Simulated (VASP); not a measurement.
Data:

```
CELL_PARAMETERS angstrom
      3.99963     0.00000     0.00000
      0.00000     3.99963     0.00000
      0.00000     0.00000     3.99963
ATOMIC_POSITIONS crystal
  Tl 0.00000 0.00000 0.00000
  Cl 0.50000 0.50000 0.50000
```

These are revPBE GGA, VASP's PBE PAW potentials (set 64) (plane waves; VASP 6.6.1) values and carry that method's errors. Settings: 520 eV cut-off, 6×6×6 Γ-centred mesh, Gaussian smearing of 0.050 eV, potentials Tl_d Cl.

Unless said otherwise, spin-orbit coupling is left out, though it shifts the bands of the heavy elements here.

Task: Estimate the energy per atom (σ→0), band gap (on the k-mesh) with the smallest direct gap where there is one.

Result: 
```json
{
  "band gap (on the k-mesh)": "2.49 eV",
  "smallest direct gap (on the k-mesh)": "2.49 eV",
  "energy per atom (σ→0)": "-2.767 eV/atom"
}
```

The compound is TlCl in the CsCl type structure. It was relaxed first, which changed the volume by +13 %. The start is the result of an earlier pass.
